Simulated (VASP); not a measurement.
Consider the following.

Space group Fm-3m (No. 225); a = b = c = 5.6832 Å, α = β = γ = 90.00°

```json
[
 {"atom": "Li", "site": "8c", "symmetry": "-43m", "x": "0.2500", "y": "0.2500", "z": "0.2500"},
 {"atom": "S", "site": "4a", "symmetry": "m-3m", "x": "0.0000", "y": "0.0000", "z": "0.0000"}
]
```
(The calculation used a cell of 3 atoms; values per cell refer to that cell.)

Method: r2SCAN meta-GGA, VASP's PBE PAW potentials (set 64) (plane waves; VASP). Settings: 600 eV cut-off, 6×6×6 Γ-centred mesh, Gaussian smearing of 0.050 eV, potentials Li_sv S.

Each relaxation starts from this cell; other phases were not tried.

The cell is relaxed at 10 GPa. What happens?

The volume per atom goes from 15.30 to 12.85 Å³ (-16.0 %), and the cell becomes a = 5.363 Å, b = 5.363 Å, c = 5.363 Å, α = 90.00°, β = 90.00°, γ = 90.00°, space group Fm-3m. The gap on the mesh goes from 3.85 to 3.70 eV.

The cell is relaxed at 20 GPa. What happens?

The volume per atom goes from 15.30 to 11.69 Å³ (-23.6 %), and the cell becomes a = 5.1962 Å, b = 5.1962 Å, c = 5.1962 Å, α = 90.00°, β = 90.00°, γ = 90.00°, space group Fm-3m. The gap on the mesh goes from 3.85 to 3.55 eV.

Failed runs are left out, and for metals the shear rows, which the mesh's noise covers.

The compound is Li2S in the antifluorite structure.
